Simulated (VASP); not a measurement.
```xyz
3
Lattice="0.0000 3.0000 3.0000 3.0000 0.0000 3.0000 3.0000 3.0000 0.0000" Properties=species:S:1:pos:R:3 pbc="T T T"
Al     1.5000     1.5000     1.5000
Al     4.5000     4.5000     4.5000
Au     0.0000     0.0000     0.0000
```

The numbers are results of revTPSS meta-GGA, VASP's PBE PAW potentials (set 64) (plane waves; VASP), not measurements. Settings: 520 eV cut-off, 10×10×10 Γ-centred mesh, tetrahedra with Blöchl corrections, potentials Al Au.

Unless said otherwise, spin-orbit coupling is left out, though it shifts the bands of the heavy elements here.

**Question.** What does the run give for the energy per atom (σ→0), band gap (over mesh and band path) with the smallest direct gap where there is one?

**Answer.** 
band gap (over mesh and band path): none (metal, semimetal or under 0.01 eV)
energy per atom (σ→0): 8.857 eV/atom

Only differences to runs with the same potentials and settings are physical.

The compound is AuAl2 in the fluorite structure. The cell was not relaxed at this level. The electron count is odd and the run is not spin-polarised, which forces a metal.
